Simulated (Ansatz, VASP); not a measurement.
**MgGaNO: VASP beside Ansatz**

Aim: how closely do two programs agree when they are given the same cell, functional and k mesh? The cell is generated by rule, not measured, and may not be a known phase. The cell is taken from a series of runs on this material, whose earlier steps may have relaxed, scaled, displaced or heated it; both programs get it as it stands.

Main program and level: Ansatz 0.2.0; plane waves, with VASP 6.6.1 beside it; zone-centre phonons at LDA.

The structure was built from a prototype and need not be the compound's stable phase.

## (1) Set-up

Symmetry: P3m1, No. 156, trigonal system. The conventional cell has a = 3.400 Å, b = 3.400 Å, c = 8.727 Å, α = 90.00°, β = 90.00°, γ = 120.00°. Nearest to Ga lie 1 N at 1.93 Å and 4 O at 1.97 to 2.00 Å. Ga has 4 N at 1.90 to 2.04 Å nearest. Mg has 3 N at 1.97 Å and 1 O at 2.24 Å nearest. Mg has 4 O at 1.98 to 2.07 Å and 1 N at 2.09 Å nearest. N has 4 Ga at 1.93 to 2.04 Å nearest. Nearest to N lie 1 Ga at 1.90 Å and 4 Mg at 1.97 to 2.09 Å. Farther neighbours and most contacts between anions are not listed.

## (2) Ansatz: zone-centre phonons, LDA

Ansatz runs on its default PAW (the set named soft_2) files.

Second derivatives magnify differences that forces hide, and they need a tight electronic threshold.

The input, input.yaml:

```yaml
crystal:
  lattice:
    - [3.3995823214, 0.0, 0.0]
    - [-1.6997911607, 2.9441246526, 0.0]
    - [0.0, 0.0, 8.7266364249]
  atoms:
    - { symbol: Ga, position: [0.3333333333, 0.6666666667, -0.0320805285] }
    - { symbol: Ga, position: [0.6666666667, 0.3333333333, 0.2510564923] }
    - { symbol: Mg, position: [0.3333333333, 0.6666666667, 0.4817112303] }
    - { symbol: Mg, position: [0.6666666667, 0.3333333333, 0.7080733285] }
    - { symbol: "N", position: [0.3333333333, 0.6666666667, 0.1885813522] }
    - { symbol: "N", position: [0.6666666667, 0.3333333333, 0.4689678407] }
    - { symbol: O, position: [0.3333333333, 0.6666666667, 0.7384172613] }
    - { symbol: O, position: [0.6666666667, 0.3333333333, 0.9452730232] }
kpoints:
  mp_grid: { grid: [9, 9, 4] }
hamiltonian:
  xc: lda
scf:
  occupations: { method: fixed }
output:
  eigenvalues: true
phonons:
  method: dfpt
  dielectric: true
  rigid_motions: translations
  raman: true
```

Started as:

```bash
$ ansatz run input.yaml --threads 4 --pin off --max-ram 14336MiB --backend cpu --events-out ev --progress --plain --runs-dir out
```

Numbers of over 12 decimals in the logs are rounded to 6 here.

The log of the run:

```text
Engine: ansatz 0.2.0, aarch64-unknown-linux-gnu
Pseudopotentials: kind: paw
Pseudopotential: Ga, paw, valence charge 13, recommended cutoff 420 eV (normal), Ga.paw.azcp
Pseudopotential: Mg, paw, valence charge 10, recommended cutoff 420 eV (normal), Mg.paw.azcp
Pseudopotential: N, paw, valence charge 5, recommended cutoff 420 eV (normal), N.paw.azcp
Pseudopotential: O, paw, valence charge 6, recommended cutoff 420 eV (normal), O.paw.azcp
Functional definition: SPW92
  exchange = slater_x
  correlation = pw_c
Crystal: 8 atoms, lattice volume = 87.343 Å³
Basis set: ecut = 420 eV, 1709 PW (Γ), exchange–correlation on 48×48×120 points (8 copies of the dense FFT grid, shifted against one another)
Bands: 42, of which v1, the nominal top of the filled ones, is band 34 counted from 1 (33 counted from 0)
Symmetry: 6 space group operations
k-points: 95 of 324 (irreducible under 2 space group operations, time reversal used)
Non-local potential: Ga, projectors of the file, l = 0: 2, l = 1: 2, l = 2: 3, l = 3: 1
Non-local potential: Mg, projectors of the file, l = 0: 3, l = 1: 2, l = 2: 1
Non-local potential: N, projectors of the file, l = 0: 2, l = 1: 2, l = 2: 1
Non-local potential: O, projectors of the file, l = 0: 2, l = 1: 2, l = 2: 1
PAW form: soft (Blöchl's): semilocal exchange-correlation on the pseudo side does not see the compensation charge
PAW frozen core: Ga, regenerated for the run's functional, and the local potential with it (the file was generated under x = pbe(κ = 0.804, μ = 0.219515), c = pbe(β = 0.066725))
PAW frozen core: Mg, regenerated for the run's functional, and the local potential with it (the file was generated under x = pbe(κ = 0.804, μ = 0.219515), c = pbe(β = 0.066725))
PAW frozen core: N, regenerated for the run's functional, and the local potential with it (the file was generated under x = pbe(κ = 0.804, μ = 0.219515), c = pbe(β = 0.066725))
PAW frozen core: O, regenerated for the run's functional, and the local potential with it (the file was generated under x = pbe(κ = 0.804, μ = 0.219515), c = pbe(β = 0.066725))
PAW one-centre angular grid: Ga, 590 points (default); XC on 64 Gauss nodes
PAW one-centre angular grid: Mg, 110 points (default); XC on 64 Gauss nodes
PAW one-centre angular grid: N, 110 points (default); XC on 64 Gauss nodes
PAW one-centre angular grid: O, 110 points (default); XC on 64 Gauss nodes
Initial density: superposition of atomic densities (neutral atoms: chi_scale 0, normalization atom), corrected by the library's trained network
Initial wavefunctions: pseudopotential atomic-orbital guess
Functional: x = slater, c = lda
SCF iter   1: F=—  HF=-13081.616160 eV  |F-HF|=—  |Δ(HF+E_count)|=         —  Δρ=1.50e-2  dr2=1.80e-1  ethr=1.77e-3  ⟨swp⟩=4.9  Hψ=13941  notcnv=0  defer=568
preconditioner: auto → Resta (q_TF=auto, 2.617 Å⁻¹)  ε∞=4.2  [insulator: Δε(μ)=1.218 eV  Ē_g=16.081 eV  n_scr=36 (ndim 8)  ℏωp=28.7 eV  f_vac=0.026  ε∞_Penn≈4.2]
SCF iter   2: F=—  HF=-13081.559894 eV  |F-HF|=—  |Δ(HF+E_count)|=   5.63e-2  Δρ=4.15e-3  dr2=7.59e-3  ethr=2.65e-4  ⟨swp⟩=2.0  Hψ=6625  notcnv=0  defer=570
SCF iter   3: F=—  HF=-13081.557118 eV  |F-HF|=—  |Δ(HF+E_count)|=   2.78e-3  Δρ=1.73e-3  dr2=1.98e-3  ethr=1.12e-5  ⟨swp⟩=2.0  Hψ=7147  notcnv=0  defer=570
SCF iter   4: F=—  HF=-13081.556571 eV  |F-HF|=—  |Δ(HF+E_count)|=   5.48e-4  Δρ=6.34e-4  dr2=2.54e-4  ethr=2.91e-6  ⟨swp⟩=2.0  Hψ=4936  notcnv=0  defer=570
SCF iter   5: F=—  HF=-13081.556506 eV  |F-HF|=—  |Δ(HF+E_count)|=   6.48e-5  Δρ=1.76e-4  dr2=2.49e-5  ethr=3.74e-7  ⟨swp⟩=2.0  Hψ=6133  notcnv=0  defer=321
SCF iter   6: F=—  HF=-13081.556503 eV  |F-HF|=—  |Δ(HF+E_count)|=   3.46e-6  Δρ=6.69e-5  dr2=3.94e-6  ethr=3.66e-8  ⟨swp⟩=2.4  Hψ=6031  notcnv=0  defer=261
SCF iter   7: F=—  HF=-13081.556504 eV  |F-HF|=—  |Δ(HF+E_count)|=   9.72e-7  Δρ=3.25e-5  dr2=7.80e-7  ethr=5.80e-9  ⟨swp⟩=2.0  Hψ=6139  notcnv=0  defer=261
SCF iter   8: F=—  HF=-13081.556503 eV  |F-HF|=—  |Δ(HF+E_count)|=   1.42e-7  Δρ=5.98e-6  dr2=4.34e-8  ethr=1.15e-9  ⟨swp⟩=2.0  Hψ=6104  notcnv=0  defer=261
SCF iter   9: F=—  HF=-13081.556503 eV  |F-HF|=—  |Δ(HF+E_count)|=   1.25e-9  Δρ=3.70e-6  dr2=1.21e-8  ethr=6.38e-11  ⟨swp⟩=2.0  Hψ=6063  notcnv=0  defer=261
SCF iter  10: F=—  HF=-13081.556503 eV  |F-HF|=—  |Δ(HF+E_count)|=   2.66e-9  Δρ=1.29e-6  dr2=1.37e-9  ethr=1.78e-11  ⟨swp⟩=2.0  Hψ=6024  notcnv=0  defer=261
SCF iter  11: F=—  HF=-13081.556503 eV  |F-HF|=—  |Δ(HF+E_count)|=  4.18e-11  Δρ=4.70e-7  dr2=1.69e-10  ethr=2.01e-12  ⟨swp⟩=2.0  Hψ=5311  notcnv=0  defer=261
SCF iter  12: F=-13081.556503 eV  HF=-13081.556503 eV  |F-HF|=1.09e-11  |Δ(HF+E_count)|=  2.18e-11  Δρ=1.77e-7  dr2=2.28e-11  ethr=1.00e-12  ⟨swp⟩=12.4  Hψ=24377  notcnv=0
SCF 1 converged in 12 iterations: F = -13081.556503 eV  dr2 = 2.28e-11
[...]
k-point 94: bands = [... 30 lower, 6.3249, 7.3137, 7.5819, 8.0975, 13.1082, 14.2944, 14.6297, 15.0294, ... 4 higher]
--- Phonons (Γ-DFPT): 16 representative perturbations + reference, on 95 of 324 k-points (Σ response iterations 61) ---
  k mesh reduced under 2 symmetry operations, with k and −k counted as one. Each operation leaves every solved perturbation unchanged. A smaller set is not considered because the run solves the response to a homogeneous field
  ASR residual: 1.693e-4 → 0.000e0 eV/Å²; symmetrization residual: 1.235e-5 eV/Å²
  ASR residual per site (eV/Å²): 4.25e-5 2.88e-5 3.87e-5 3.04e-5 4.58e-5 4.63e-5 1.38e-4 1.69e-4
  Γ frequencies (cm⁻¹): 0.00 0.00 0.00 139.29 139.29 180.71 180.71 207.87 250.76 250.76 287.73 330.69 422.45 422.45 435.52 457.61 457.61 515.57 539.80 539.80 658.98 668.93 668.93 717.61
  ε∞ (high-frequency dielectric tensor):
        4.808071     0.000000     0.000000
       -0.000000     4.808071    -0.000000
        0.000000    -0.000000     5.056630
  ε⁰ (static dielectric tensor: ions relaxed, cell fixed):
        9.580056     0.000000     0.000000
        0.000000     9.580056     0.000000
        0.000000     0.000000    17.700319
  ε⁰ − ε∞ (ionic part):
        4.771985     0.000000     0.000000
        0.000000     4.771985     0.000000
        0.000000     0.000000    12.643689
  softest optical mode at Γ: 139.29 cm⁻¹; the repairs (sum rule, projections) moved no ω² at Γ by more than (2.94 cm⁻¹)²
  Born effective charges Z* (e; rows j = field, columns β = displacement):
    site 0:
         2.77731    0.00000    0.00000
        -0.00000    2.77731    0.00000
         0.00000   -0.00000    3.30098
    site 1:
         2.70580    0.00000    0.00000
        -0.00000    2.70580    0.00000
         0.00000    0.00000    2.31678
    site 2:
         1.60841    0.00000    0.00000
        -0.00000    1.60841    0.00000
         0.00000   -0.00000    2.00459
    site 3:
         1.71505    0.00000    0.00000
        -0.00000    1.71505    0.00000
         0.00000   -0.00000    2.60997
    site 4:
        -2.66994   -0.00000   -0.00000
        -0.00000   -2.66994   -0.00000
        -0.00000   -0.00000   -2.16650
    site 5:
        -2.09456    0.00000   -0.00000
        -0.00000   -2.09456   -0.00000
        -0.00000    0.00000   -2.80718
    site 6:
        -1.70171    0.00000   -0.00000
         0.00000   -1.70171   -0.00000
        -0.00000    0.00000   -3.15925
    site 7:
        -2.34035    0.00000   -0.00000
        -0.00000   -2.34035   -0.00000
        -0.00000   -0.00000   -2.09937
  Z* charge neutrality: 1.812e-2 e pre-enforcement
  solved inside a basis spanned on kpoints, on 10×10×4 k-points transformed towards the longest dipole: ε∞ is read to err by 2.3e-2, Z* by 2.0e-2 e (field_mesh: kpoints solves on kpoints); Z* is corrected for what the basis lacks
  Raman tensors (in the event stream and the table raman_tensors.tsv): an entry may err by 4.3e0 Å², one of the second-order susceptibility by 4.0e0 pm/V (basis, points and sum rule); their sum over the sites missed zero by 8.027e-5 Å² ahead of its enforcement
  optical modes at Γ without the LO–TO term, one row a degenerate level:
      ω (cm⁻¹)  modes    IR ((D/Å)²/amu)  static Raman (Å⁴/amu)  depolarisation
        139.29      2             0.0010                 2.0065           0.750
        180.71      2             0.4931                 1.4218           0.750
        207.87      1            10.6664                11.0908           0.061
        250.76      2             0.0013                 3.1086           0.750
        287.73      1             2.9292                20.2593           0.003
        330.69      1             8.3090                 3.8050           0.175
        422.45      2            52.4325                13.7407           0.750
        435.52      1            24.6365                17.1492           0.001
        457.61      2             2.2980                 1.0453           0.750
        515.57      1             4.2084               278.7316           0.027
        539.80      2             8.2557                 1.6689           0.750
        658.98      1             4.0888               874.7789           0.030
        668.93      2            19.0467                37.2083           0.750
        717.61      1             2.2820                36.5132           0.003
  optical modes at Γ + LO–TO along q̂ = [1.0000, 0.0000, 0.0000]:
      ω (cm⁻¹)  modes    IR ((D/Å)²/amu)  static Raman (Å⁴/amu)  depolarisation
        139.29      1             0.0005                 1.0033           0.750
        139.30      1             0.0001                 1.0142           0.750
        180.71      1             0.2465                 0.7109           0.750
        182.31      1             0.0533                 0.5519           0.750
        207.87      1            10.6664                11.0908           0.061
        250.76      1             0.0007                 1.5543           0.750
        250.76      1             0.0001                 1.5390           0.750
        287.73      1             2.9292                20.2593           0.003
        330.69      1             8.3090                 3.8050           0.175
        422.45      1            26.2163                 6.8704           0.750
[...]
optical modes at Γ + LO–TO along q̂ = [0.0000, 1.0000, 0.0000]:
      ω (cm⁻¹)  modes    IR ((D/Å)²/amu)  static Raman (Å⁴/amu)  depolarisation
[...]
optical modes at Γ + LO–TO along q̂ = [0.0000, 0.0000, 1.0000]:
      ω (cm⁻¹)  modes    IR ((D/Å)²/amu)  static Raman (Å⁴/amu)  depolarisation
[...]
422.45      2            52.4325                13.7407           0.750
        457.61      2             2.2980                 1.0453           0.750
        501.26      1             1.5717                85.0820           0.021
        539.80      2             8.2557                 1.6689           0.750
        596.53      1            17.4888               772.8228           0.047
        668.93      2            19.0467                37.2083           0.750
        688.80      1             9.6150               399.2394           0.009
        749.20      1            26.2032                 0.5680           0.653
```

Reading the cycles: dr2 is the Hartree energy of the density residual (eV), the measure of convergence; HF is the Harris–Foulkes estimate of the energy, which meets the free energy F at convergence.

[end of part 1 of 3]

[Lines on the potential files, build, host, timing and source positions are cut from VASP's logs without a mark.]

[Logs are printed without paths, hosts, clocks, repeated set-up lines and the standing remarks that a program may print on its own settings, such as how far it seeks lower states.]

[Hosts, paths, dates, database ids (printed as entryN), source tags and the programs' standing remarks are cut or masked in the printed files.]
